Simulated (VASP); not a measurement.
Calculation: PBE GGA, VASP's PBE PAW potentials (set 64) (plane waves; VASP).

The input files of a VASP run:

INCAR:
```
ENCUT  =  520
PREC  =  Accurate
SYSTEM  =  CsI
LCHARG  =  .TRUE.
LMAXMIX  =  4   ! l cut-off of mixed one-centre charges
ISMEAR  =  0   ! Gaussian
LWAVE  =  .FALSE.
GGA  =  PE   ! PBE
LREAL  =  .FALSE.
LASPH  =  .TRUE.
EDIFF  =  1E-6   ! SCF stop (eV)
SIGMA  =  0.05   ! width (eV)
NELM  =  100
ALGO  =  Normal   ! blocked Davidson
```

File POSCAR:
```
CsI
1
    4.6709246997     0.0000000000     0.0000000000
    0.0000000000     4.6709246997     0.0000000000
    0.0000000000     0.0000000000     4.6709246997
Cs I
1 1
Direct
  0.0000000000   0.0000000000   0.0000000000
  0.5000000000   0.5000000000   0.5000000000
```

KPOINTS:
```
K-points
0
Gamma
5 5 5
0 0 0
```

POTCAR, in this order: Cs_sv I (PBE.64 set). Program: vasp_std.

**Question.** Estimate the energy per atom (σ→0).

**Answer.** 
```
Quantity                       Result
---------------------  --------------
energy per atom (σ→0)  -2.721 eV/atom
```

File OSZICAR:
```
...
DAV:   6    -0.546647396186E+01    0.13103E+00   -0.17636E-01   260   0.193E+00    0.119E+00
DAV:   7    -0.543837840294E+01    0.28096E-01   -0.14812E-01   276   0.183E+00    0.607E-01
DAV:   8    -0.544211163629E+01   -0.37332E-02   -0.10656E-02   276   0.670E-01    0.710E-02
DAV:   9    -0.544255034428E+01   -0.43871E-03   -0.12370E-03   284   0.222E-01    0.797E-02
DAV:  10    -0.544263106378E+01   -0.80719E-04   -0.11472E-04   276   0.808E-02    0.132E-02
DAV:  11    -0.544262846186E+01    0.26019E-05   -0.31049E-05   296   0.277E-02    0.531E-03
DAV:  12    -0.544262931691E+01   -0.85505E-06   -0.38587E-06   272   0.142E-02
   1 F= -.54426293E+01 E0= -.54426293E+01  d E =-.164526E-18
```

The compound is CsI in the CsCl type structure. It was relaxed first, which changed the volume by +7 %.
